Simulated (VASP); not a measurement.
Consider the following.

```xyz
2
Lattice="1.4642 -2.5361 0.0000 1.4642 2.5361 0.0000 0.0000 0.0000 4.6423" Properties=species:S:1:pos:R:3 pbc="T T T"
Ti     1.4642     0.8454     1.1606
Ti     1.4642    -0.8454     3.4817
```

Calculation: PBE GGA, VASP's PBE PAW potentials (set 64) (plane waves; VASP 6.6.1). Numerical set-up: 480 eV cut-off, 14×14×8 Γ-centred mesh, first-order Methfessel-Paxton smearing of 0.10 eV, potentials Ti_sv.

Energy and stress use the plane-wave basis of the starting cell.

### Question
The ions, cell shape and volume at an external pressure of 20.0 GPa are relaxed. Give the cell that the relaxation ends in.

### Answer

```xyz
2
Lattice="1.4004 -2.4256 0.0000 1.4004 2.4256 0.0000 0.0000 0.0000 4.4393" Properties=species:S:1:pos:R:3 pbc="T T T"
Ti     1.4004     0.8085     1.1098
Ti     1.4004    -0.8085     3.3295
```
Space group P6_3/mmc (194), at a tolerance of 0.03 Å.

### Question
How do energy and volume change from the first to the last step?

### Answer
The energy (σ→0) changes by +126.5 meV/atom and the volume by -12.5 %, in 7 ionic steps.

```csv
step,E(σ→0) (eV),max force (eV/Å),pressure (GPa),volume (Å³)
1,-15.6723,0.000,0.55,34.48
2,-14.1803,0.000,62.34,25.06
3,-15.4435,0.000,18.82,30.36
4,-15.4212,0.000,19.89,30.18
5,-15.4109,0.000,20.37,30.09
6,-15.4277,0.000,19.59,30.23
7,-15.4192,0.000,19.98,30.16
```

The compound is Ti in the hcp structure. This run relaxes it under an external pressure of 20 GPa. Symmetry was kept, so distortions that lower it aren't found.
